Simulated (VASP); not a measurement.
Consider the following.

```
AlCr
1.0
    2.68510     0.00000     0.00000
   -1.34255     2.32536     0.00000
    0.00000     0.00000     8.44289
Cr Al
2 2
Direct
  0.00000   0.00000   0.00000
  0.00000   0.00000   0.50000
  0.33333   0.66667   0.25000
  0.66667   0.33333   0.75000
```

These are PBE GGA, VASP's PBE PAW potentials (set 64) (plane waves; VASP 6.6.1) values and carry that method's errors. Run with 400 eV cut-off, Gaussian smearing of 0.050 eV, potentials Cr_pv Al.

Q: Predict the band gap (along the path) with the smallest direct gap where there is one.

A: 
The band gap (along the path) is none (metal, semimetal or under 0.01 eV).

The structure was generated: CrAl was put into the NiAs type type (P6_3/mmc), which need not be its known phase. It was relaxed first, which changed the volume by -38 %. The run is not spin-polarised, so no magnetic state was tried.
